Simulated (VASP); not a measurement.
**Pd: relaxation of cell and atoms with PBE**

Pd:

```
Pd
1.0
     0.00000    1.94650    1.94650
     1.94650    0.00000    1.94650
     1.94650    1.94650    0.00000
Pd
1
Direct
  0.00000 0.00000 0.00000
```

- Program: VASP 6.6.1
- Task: relaxation of cell and atoms
- Functional: PBE
- Potentials or basis: VASP PAW PBE potentials, release 64 (Pd)
- Cutoff: 600 eV
- k mesh: 16 × 16 × 16
- Occupations: methfessel-paxton, width 0.1 eV
- Spin: no spin polarisation
- Further INCAR settings: ALGO = Normal; EDIFF = 1e-06; IBRION = 2; EDIFFG = -0.01; NSW = 90; ISIF = 3

The relaxed volume is 15.30 Å³/atom and the relaxed cell is a = 2.786 Å, b = 2.786 Å, c = 2.786 Å, α = 60.00°, β = 60.00°, γ = 60.00°. The space group after relaxing (to 0.05 Å) is Fm-3m (No. 225) and the energy gained by relaxing is 10.9 meV/atom. The ionic steps are 3 and the pressure after relaxing is -0.1 GPa. The band gap on the k mesh is none (metal or under the smearing width).

The path:
| step | energy change (eV) | largest force (eV/Å) | pressure (GPa) | volume (Å³) |
| --- | --- | --- | --- | --- |
| 1 | 0.0000 | 0.0000 | 6.74 | 14.75 |
| 2 | 0.0101 | 0.0000 | -7.70 | 16.11 |
| 3 | -0.0109 | 0.0000 | -0.07 | 15.30 |

Final structure:
```
CELL_PARAMETERS angstrom
0.00000 1.97026 1.97026
1.97026 0.00000 1.97026
1.97026 1.97026 0.00000
ATOMIC_POSITIONS crystal
Pd 0.00000 0.00000 0.00000
```

Levels at points of the mesh, in eV from the Fermi level:
```csv
k point,band 2,band 3,band 4,band 5,band 6,band 7,band 8,band 9
"(0.00, 0.00, 0.00)",-2.68,-2.68,-2.68,-1.16,-1.16,17.16,21.73,21.73
"(0.50, 0.00, 0.00)",-2.72,-2.72,-0.03,-0.03,1.09,7.03,16.51,20.74
"(0.50, 0.50, 0.00)",-4.82,-0.06,0.27,0.27,3.34,10.39,13.00,13.00
```

Run time: 15 s on 1 thread of Intel(R) Xeon(R) 6975P-C (Granite Rapids), with other jobs on the host, peak memory 0.17 GiB.

PBE usually gives volumes a little too large and moduli too small. Zero-point motion and thermal expansion aren't in these numbers.
